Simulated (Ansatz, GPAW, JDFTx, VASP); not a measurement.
## Si: programs and potentials compared

```
Si
1.0
     0.00000    2.72185    2.72185
     2.72185    0.00000    2.72185
     2.72185    2.72185    0.00000
Si
2
Cartesian
  2.7219 2.7219 2.7219
  4.0828 4.0828 4.0828
```

Alike in all runs: task single point; functional PBEsol; k mesh 8 × 8 × 8; occupations gaussian, width 0.1 eV; no spin polarisation; no spin-orbit coupling. Pressure is positive in compression and, in plane waves, holds the error of the finite cutoff.

```json
{"program and potentials": "JDFTx, PseudoDojo-SR-PBEsol-0.4.1-standard with smoothed tails", "plane-wave cutoff (eV)": "490", "notes": "-", "band gap (eV)": "0.52", "pressure (GPa)": "-0.64"}
{"program and potentials": "VASP, PBE PAW files Si, 520 eV", "plane-wave cutoff (eV)": "520", "notes": "potentials made for PBE", "band gap (eV)": "0.51", "pressure (GPa)": "-0.40"}
{"program and potentials": "GPAW, PAW data sets generated for this functional", "plane-wave cutoff (eV)": "600", "notes": "-", "band gap (eV)": "0.52", "pressure (GPa)": "-0.27"}
{"program and potentials": "Ansatz, all-electron LAPW, scalar-relativistic", "plane-wave cutoff (eV)": "-", "notes": "-", "band gap (eV)": "0.52", "pressure (GPa)": "-0.55"}
```

The band gap spans 0.51 (VASP, PBE PAW files Si, 520 eV) to 0.52 eV (Ansatz, all-electron LAPW, scalar-relativistic), with all-electron results at 0.52. The pressure spans -0.64 (JDFTx, PseudoDojo-SR-PBEsol-0.4.1-standard with smoothed tails) to -0.27 GPa (GPAW, PAW data sets generated for this functional), with all-electron results at -0.55. The gap is indirect and read on the mesh alone.

The functional is the same throughout but for its coding, so the spread measures potentials, basis and numerics; runs on potential files found faulty are left out.

All four runs put the indirect gap at 0.51 to 0.52 eV, so the choice of potential hardly matters for it. Both band edges are built from silicon 3s and 3p valence states, which any sound treatment of the compact neon-like core reproduces well. The gap is nevertheless far below the measured one. Since the all-electron run shares this shortfall, it belongs to the semilocal functional, whose Kohn–Sham gap lacks the derivative discontinuity.

The pressure is negative in every run, which suggests that the cell is slightly larger than the PBEsol equilibrium. As a volume derivative of the energy, pressure is more sensitive to small numerical differences than the gap is. It becomes less negative as the cutoff rises across the three plane-wave runs, but the potentials change too, and the run with the highest cutoff lies furthest from the all-electron value. The trend therefore can't be read as convergence with basis size. Given the stiffness of the covalent network, the spread would correspond to only a minor difference in equilibrium lattice constant.
